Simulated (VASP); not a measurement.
A VASP calculation is set up with these files.

### POSCAR
```
LiBr
1.0
  0.0000000000   2.7071717881   2.7071717881
  2.7071717881   0.0000000000   2.7071717881
  2.7071717881   2.7071717881   0.0000000000
Li Br
1 1
Cart
  0.0000000000   0.0000000000   0.0000000000
  2.7071717881   2.7071717881   2.7071717881
```

**KPOINTS**
```
Automatic mesh
0
Gamma
8 8 8
0 0 0
```

INCAR:
```
! general
SYSTEM =LiBr
PREC   =Accurate
ENCUT  =620
LREAL  =.FALSE.
LASPH  =.TRUE.

! electronic loop
EDIFF  =1E-6
NELM   =100
ALGO   =Normal
LMAXMIX=4

! smearing
ISMEAR =0
SIGMA  =0.05

! functional
GGA    =PS

! ions
IBRION =2
NSW    =40
ISIF   =3
EDIFFG =-0.02
PSTRESS=50

! output
LWAVE  =.FALSE.
LCHARG =.FALSE.
```

POTCAR, in this order: Li_sv Br (PBE.64 set). Program: vasp_std.

Q: Translate this PBEsol calculation to Quantum ESPRESSO's pw.x.

A: One equivalent input (not run):
```
&CONTROL
  calculation = 'vc-relax'
  pseudo_dir = './pseudo'
  outdir = './out'
  tprnfor = .true.
  tstress = .true.
  nstep = 40
  forc_conv_thr = 0.00078
/
&SYSTEM
  ibrav = 0
  nat = 2
  ntyp = 2
  ecutwfc = 74
  occupations = 'smearing'
  smearing = 'gaussian'
  degauss = 0.003675
  input_dft = 'pbesol'
/
&ELECTRONS
  conv_thr = 7.3e-08
  electron_maxstep = 100
/
&IONS
/
&CELL
  press = 50
/
ATOMIC_SPECIES
  Li 6.940 Li.upf
  Br 79.904 Br.upf
CELL_PARAMETERS angstrom
     0.0000000    2.7071718    2.7071718
     2.7071718    0.0000000    2.7071718
     2.7071718    2.7071718    0.0000000
ATOMIC_POSITIONS crystal
  Li   0.0000000  0.0000000  0.0000000
  Br   0.5000000  0.5000000  0.5000000
K_POINTS automatic
  8 8 8 0 0 0
```
What does not carry over: the potentials are each code's own (VASP's PAW set, PseudoDojo norm-conserving files in pw.x), so ENCUT and ecutwfc are chosen apart and not converted; conv_thr bounds pw.x's estimated SCF error, while EDIFF bounds the energy change between steps; forc_conv_thr acts on force components and is met together with etot_conv_thr.

The compound is LiBr in the rock salt structure. This run relaxes it under an external pressure of 5 GPa. Symmetry was kept, so distortions that lower it aren't found.
